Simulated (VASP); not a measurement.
A VASP calculation is set up with these files.

KPOINTS:
```
Automatic mesh
0
Gamma
3 3 3
0 0 0
```

**POSCAR**
```
PdIn
1
    6.2643555000     0.0000000000     0.0000000000
    0.0000000000     6.2643555000     0.0000000000
    0.0000000000     0.0000000000     6.2643555000
In Pd
1 1
Direct
  0.5000000000   0.5000000000   0.5000000000
  0.0000000000   0.0000000000   0.0000000000
```

### INCAR
```
SYSTEM = PdIn
PREC = Accurate
ENCUT = 400
EDIFF = 1E-6
NELM = 100
ALGO = Normal
LREAL = .FALSE.
LASPH = .TRUE.
ISMEAR = 1
SIGMA = 0.1
GGA = PE
LMAXMIX = 4
LWAVE = .FALSE.
LCHARG = .FALSE.
ISIF = 2
```

POTCAR, in this order: In_d Pd (PBE.64 set). Program: vasp_std.

What VASP printed:

**standard output**
```
 POSCAR found type information on POSCAR InPd
 POSCAR found :  2 types and       2 ions
 Reading from existing POTCAR
 Reading from existing POTCAR
 LDA part: xc-table for (Slater+PW92), standard interpolation
 POSCAR, INCAR and KPOINTS ok, starting setup
 WAVECAR not read
 entering main loop
       N       E                     dE             d eps       ncg     rms          rms(c)
DAV:   1     0.137268788963E+03    0.13727E+03   -0.72968E+03   120   0.942E+02
DAV:   2     0.118120755101E+02   -0.12546E+03   -0.12321E+03   155   0.242E+02
DAV:   3    -0.392261936943E+01   -0.15735E+02   -0.14960E+02   148   0.902E+01
DAV:   4    -0.438329801811E+01   -0.46068E+00   -0.46065E+00   127   0.211E+01
DAV:   5    -0.440138292509E+01   -0.18085E-01   -0.18085E-01   166   0.367E+00    0.478E+00
DAV:   6    -0.270797803920E+01    0.16934E+01   -0.81132E+00   120   0.136E+01    0.289E+00
DAV:   7    -0.262379142129E+01    0.84187E-01   -0.46229E-01   127   0.234E+00    0.257E+00
DAV:   8    -0.293430836809E+01   -0.31052E+00   -0.29065E+00   120   0.821E+00    0.255E+00
DAV:   9    -0.260682469103E+01    0.32748E+00   -0.83084E-01   120   0.344E+00    0.113E+00
DAV:  10    -0.263876351219E+01   -0.31939E-01   -0.46822E-02   120   0.803E-01    0.126E+00
DAV:  11    -0.258083425906E+01    0.57929E-01   -0.57962E-01   136   0.241E+00    0.107E+00
DAV:  12    -0.257632175804E+01    0.45125E-02   -0.18470E-02   127   0.556E-01    0.474E-01
DAV:  13    -0.257669342079E+01   -0.37166E-03   -0.99703E-04   141   0.183E-01    0.547E-01
DAV:  14    -0.257799616243E+01   -0.13027E-02   -0.28948E-02   128   0.565E-01    0.287E-01
DAV:  15    -0.257724095798E+01    0.75520E-03   -0.75509E-04   120   0.202E-01    0.313E-01
DAV:  16    -0.257453017316E+01    0.27108E-02   -0.47193E-03   128   0.222E-01    0.195E-01
DAV:  17    -0.257472610884E+01   -0.19594E-03   -0.14402E-03   127   0.180E-01    0.705E-02
DAV:  18    -0.257519368706E+01   -0.46758E-03   -0.11805E-03   120   0.129E-01    0.185E-01
DAV:  19    -0.257493512582E+01    0.25856E-03   -0.15625E-03   128   0.133E-01    0.127E-01
DAV:  20    -0.257491017076E+01    0.24955E-04   -0.43743E-04   128   0.854E-02    0.457E-02
DAV:  21    -0.257493338046E+01   -0.23210E-04   -0.23162E-04   128   0.497E-02    0.829E-02
DAV:  22    -0.257489667586E+01    0.36705E-04   -0.47967E-05   128   0.286E-02    0.276E-02
DAV:  23    -0.257491754495E+01   -0.20869E-04   -0.17245E-05   120   0.138E-02    0.609E-02
DAV:  24    -0.257490700548E+01    0.10539E-04   -0.29960E-06    88   0.794E-03    0.470E-02
DAV:  25    -0.257491208902E+01   -0.50835E-05   -0.73050E-07    60   0.270E-03    0.538E-02
DAV:  26    -0.257490930096E+01    0.27881E-05   -0.20627E-07    60   0.223E-03    0.503E-02
DAV:  27    -0.257490851932E+01    0.78164E-06   -0.48645E-08    60   0.110E-03
   1 F= -.25749085E+01 E0= -.25876747E+01  d E =0.382987E-01
```

File OUTCAR:
```
------------------------ aborting loop because EDIFF is reached ----------------------------------------
  FORCE on cell =-STRESS in cart. coord.  units (eV):
  Direction    XX          YY          ZZ          XY          YZ          ZX
  --------------------------------------------------------------------------------------
  Total       -1.8924891     -1.8924891     -1.8924891      0.0000000      0.0000000     -0.0000000
  in kB      -12.3343077    -12.3343077    -12.3343077      0.0000000      0.0000000     -0.0000000
  external PRESSURE =     -12.3343077 kB  Pullay stress =       0.0000000 kB
  volume of cell :      245.83
      direct lattice vectors                 reciprocal lattice vectors
     6.264355500  0.000000000  0.000000000     0.159633341  0.000000000  0.000000000
     0.000000000  6.264355500  0.000000000     0.000000000  0.159633341  0.000000000
     0.000000000  0.000000000  6.264355500     0.000000000  0.000000000  0.159633341
 POSITION                                       TOTAL-FORCE (eV/Angst)
 -----------------------------------------------------------------------------------
      3.13218      3.13218      3.13218         0.000000      0.000000      0.000000
      0.00000      0.00000      0.00000         0.000000      0.000000      0.000000
 -----------------------------------------------------------------------------------
    total drift:                                0.000000      0.000000     -0.000000
  FREE ENERGIE OF THE ION-ELECTRON SYSTEM (eV)
  ---------------------------------------------------
  free  energy   TOTEN  =        -2.5749085193 eV

  energy  without entropy=       -2.6132071808  energy(sigma->0) =       -2.58767474
```
(Selected blocks of OUTCAR.)

Question: The run ends quietly. Is anything wrong with it?

Answer: The cause: the lattice was typed in bohr, and VASP reads ångström. The run ends without an error. Against the sound run, the energy per atom (σ→0) rises by 3.078 eV/atom; the pressure goes up by 0.06 GPa; the volume goes up by 570 %. To mend it, correct POSCAR, correct KPOINTS.
POSCAR:
```
PdIn
1
    3.3150000000     0.0000000000     0.0000000000
    0.0000000000     3.3150000000     0.0000000000
    0.0000000000     0.0000000000     3.3150000000
In Pd
1 1
Direct
  0.5000000000   0.5000000000   0.5000000000
  0.0000000000   0.0000000000   0.0000000000
```
**KPOINTS**
```
Automatic mesh
0
Gamma
8 8 8
0 0 0
```
The mended run (PBE GGA, plane waves, VASP's PBE PAW potentials (set 64)) converges, and its OSZICAR ends with
```
   1 F= -.87435071E+01 E0= -.87427178E+01  d E =-.236816E-02
```

The compound is PdIn in the CsCl type structure. The cell was not relaxed at this level. The electron count is odd and the run is not spin-polarised, which forces a metal.
